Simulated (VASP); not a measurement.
# A VASP study of MgCdSeS (SCAN): structure first, properties next, part 4 of 4

Wanted: the relaxed cell of MgCdSeS and its properties. The cell is invented: it takes the structure of a Materials Project entry for ZnCdSeS (space group 156 there), with some of its atoms replaced by other elements, volume scaled by an estimate. It may not be a known or stable phase. Left out of this account: 2 further runs (phonons: its modes failed a check; core levels: core levels are not valid at this level).

VASP 6.6.1; SCAN; plane waves and PAW (Cd, Se, S, Mg); invented cell.

So far, gap on the k-mesh (eV): step 2 (rough relaxation of the start cell) 1.88; step 3 (relaxing cell and atoms (SCAN)) 1.90. The relaxed cell has a = 4.157, c = 6.798 Å (conventional setting).

## 6. Density of states (SCAN)

A density of states needs more k-points than a total energy; ISMEAR = -5 takes tetrahedra, and LORBIT projects the states on the PAW spheres. The mesh is finer than in the run before.

The input, INCAR:

```
SYSTEM = MgCdSeS
PREC = Accurate
ENCUT = 400
EDIFF = 1E-06
NELM = 100
ISMEAR = -5
SIGMA = 0.05
LREAL = .FALSE.
ALGO = Normal
METAGGA = SCAN
LASPH = .TRUE.
NBANDS = 27
LORBIT = 11
LWAVE = .FALSE.
LCHARG = .FALSE.
KPAR = 2
NEDOS = 2001
```

The input, POSCAR:

```
MgCdSeS
1.0
    4.1565674156     -0.0000000047      0.0000000000
   -2.0782842160      3.5996931508      0.0000000000
    0.0000000000      0.0000000000      6.7982148912
Cd Se S Mg
1 1 1 1
Direct
    0.0000000000      0.0000000000      0.5148580700
    0.3333333300      0.6666666700      0.3637238989
    0.0000000000      0.0000000000      0.8882208389
    0.3333333300      0.6666666700      0.9851971922
```

The input, KPOINTS:

```
Automatic mesh
0
Gamma
9 9 5
0 0 0
```

The projector-augmented-wave data sets are Cd, Se, S and Mg (PBE family, release 64).

Run with:

```bash
$ mpirun -np 2 vasp_std
```

Log:

```text
[... set-up lines as in an earlier step ...]
 entering main loop
       N       E                     dE             d eps       ncg     rms          rms(c)
DAV:   1     0.626985965842E+02    0.62699E+02   -0.97535E+03  2700   0.687E+02
DAV:   2    -0.694928334700E+02   -0.13219E+03   -0.12609E+03  3274   0.189E+02
DAV:   3    -0.764583334674E+02   -0.69655E+01   -0.69307E+01  3288   0.432E+01
DAV:   4    -0.765062869144E+02   -0.47953E-01   -0.47941E-01  3194   0.375E+00
DAV:   5    -0.765068341406E+02   -0.54723E-03   -0.54721E-03  3212   0.394E-01    0.753E+00
DAV:   6    -0.695700478950E+02    0.69368E+01   -0.46320E+00  2965   0.217E+01    0.871E+00
DAV:   7    -0.695774622939E+02   -0.74144E-02   -0.51424E-01  3088   0.446E+00    0.600E+00
DAV:   8    -0.696046700824E+02   -0.27208E-01   -0.13330E-01  2944   0.233E+00    0.155E+00
DAV:   9    -0.696124374284E+02   -0.77673E-02   -0.14736E-02  3155   0.664E-01    0.225E-01
DAV:  10    -0.696124501667E+02   -0.12738E-04   -0.20099E-03  3180   0.296E-01    0.172E-01
DAV:  11    -0.696124955428E+02   -0.45376E-04   -0.14325E-04  3107   0.103E-01    0.104E-01
DAV:  12    -0.696125179716E+02   -0.22429E-04   -0.69640E-05  2863   0.502E-02    0.999E-03
DAV:  13    -0.696125169442E+02    0.10274E-05   -0.29500E-06  3335   0.860E-03    0.655E-03
DAV:  14    -0.696125217346E+02   -0.47904E-05   -0.14905E-06  2376   0.742E-03    0.175E-03
DAV:  15    -0.696125215761E+02    0.15855E-06   -0.17106E-07  1539   0.217E-03
   1 F= -.69612522E+02 E0= -.69612522E+02  d E =0.000000E+00
```

Elapsed: 2.2 min, on 2 MPI ranks of AMD EPYC 9R14 (Zen 4), shared host; peak memory 0.46 GiB.

OUTCAR, selected parts (step 6):

```text
   k-points           NKPTS =     50   k-points in BZ     NKDIM =     50   number of bands    NBANDS=     27

   NELECT =      26.0000    total number of electrons

 E-fermi :   1.2333

 k-point     1 :       0.0000    0.0000    0.0000
  band No.  band energies     occupation
    ...
      9      -0.4605      2.00000
     10      -0.4605      2.00000
     11       0.6486      2.00000
     12       1.2191      2.00000
     13       1.2192      2.00000
     14       3.1228      0.00000
     15       4.8765      0.00000
     16       7.9728      0.00000
     17       7.9728      0.00000
     18       8.1602      0.00000
    ...

  Total       -0.0058690     -0.0058690     -0.0004216      0.0000000      0.0000000      0.0000000
  in kB       -0.0924436     -0.0924436     -0.0066413      0.0000000      0.0000000      0.0000000
  external PRESSURE =      -0.0638428 kB  Pullay stress =       0.0000000 kB

 POSITION                                       TOTAL-FORCE (eV/Angst)
 -----------------------------------------------------------------------------------
      0.00000      0.00000      3.50012        -0.000000     -0.000000      0.000898
     -0.00000      2.39980      2.47267        -0.000000      0.000000     -0.002693
      0.00000      0.00000      6.03832         0.000000     -0.000000      0.003241
     -0.00000      2.39980      6.69758         0.000000     -0.000000     -0.001445
 -----------------------------------------------------------------------------------
    total drift:                                0.000003      0.000011      0.051257

  FREE ENERGIE OF THE ION-ELECTRON SYSTEM (eV)
  ---------------------------------------------------
  free  energy   TOTEN  =       -69.6125215761 eV

  energy  without entropy=      -69.6125215761  energy(sigma->0) =      -69.61252158

[... 6 parts as in an earlier step ...]

[... 10 further parts left out ...]
```

Numbers from this step:

* SCF cycles: 15
* irreducible k-points: 50
* free energy (TOTEN): -69.6125 eV
* Fermi energy: 1.233 eV
* pressure: -0.006384 GPa
* gap on the k-mesh: 1.904 eV
* least direct gap on the k-mesh: 1.904 eV

The density of states has structure finer than the step of the table below, so its rows give means over 0.25 eV, whole bins alone (the curve runs from -6.99 to 7.34 eV). Peaks (eV: height): total -4.157: 4.89, -3.881: 5.63, -1.918: 5.81, -1.474: 4.91, 4.875: 4.98, 6.378: 6.64, 7.038: 4.64; Cd d -3.881: 0.0909, -3.544: 0.0836, -1.918: 0.153, -1.474: 0.190, 4.875: 0.0633, 6.378: 0.137, 7.038: 0.0606.

States under -7.0 eV and over 7.3 eV are left out, among them most of the Cd d (centred near -7.7 eV) states. The density of states by energy, zero at the valence-band top; means over each step; values in states/eV/cell:

```
energy (eV)    total     Cd d
      -4.75        0        0
      -4.50  0.00900   1.7e-5
      -4.25     1.65   0.0221
      -4.00     4.48   0.0632
      -3.75     3.18   0.0687
      -3.50     2.91   0.0697
      -3.25     1.27   0.0300
      -3.00     1.35   0.0229
      -2.75     2.46   0.0479
      -2.50     2.93   0.0639
      -2.25     4.26   0.0828
      -2.00     4.64    0.115
      -1.75     3.32   0.0941
      -1.50     4.13    0.159
      -1.25     3.87    0.170
      -1.00     3.15    0.163
      -0.75     2.00    0.118
      -0.50     1.31   0.0861
      -0.25    0.914   0.0655
       0.00    0.174   0.0131
       0.25        0        0
       0.50        0        0
       0.75        0        0
       1.00        0        0
       1.25        0        0
       1.50        0        0
       1.75        0        0
       2.00  0.00261        0
       2.25   0.0217        0
       2.50   0.0660   5.0e-5
       2.75    0.120   3.0e-4
       3.00    0.181   4.9e-4
       3.25    0.315   8.2e-4
       3.50     1.08  0.00578
       3.75     2.25   0.0148
       4.00     2.59   0.0204
       4.25     2.09   0.0266
       4.50     2.29   0.0317
       4.75     3.06   0.0388
       5.00     2.26   0.0354
       5.25     2.18   0.0379
       5.50     2.86   0.0417
       5.75     1.76   0.0230
       6.00     1.24   0.0141
       6.25     3.90   0.0692
       6.50     3.17   0.0576
       6.75     1.64   0.0185
       7.00     3.97   0.0496
```

The gap on this mesh is 1.90 eV.

## 7. Results

| Property | Result |
| --- | --- |
| relaxed volume | 25.43 Å³/atom |
| relaxed conventional cell a, b, c | 4.157, 4.157, 6.798 Å; angles 90.0, 90.0, 120.0° |
| space group after relaxing, within 0.02 Å | P3m1 (No. 156) |
| band gap | 1.90 eV, direct |
| gap among the points of the DOS mesh alone, an upper bound | 1.90 eV |

With SCAN, MgCdSeS relaxes to 25.43 Å³/atom in space group P3m1 (held by the symmetry of the run) and has a direct gap of 1.90 eV. Bands along the symmetry lines (SCAN): On this path the gap is direct, 1.90 eV, with the valence top at Γ and the conduction bottom at Γ. Semilocal functionals usually underestimate gaps. Spin-orbit coupling is left out; it would split some degenerate bands. No search among competing phases was made. All values are for a static lattice at zero temperature.

[Lines on the potential files, build, host, timing and source positions are cut from VASP's logs without a mark.]

[Logs are printed without paths, hosts, clocks, repeated set-up lines and the standing remarks that a program may print on its own settings, such as how far it seeks lower states.]

[Hosts, paths, dates, database ids (printed as entryN), source tags and the programs' standing remarks are cut or masked in the printed files.]

[A measured line is paired with the nearest computed mode of its activity, which favours agreement.]
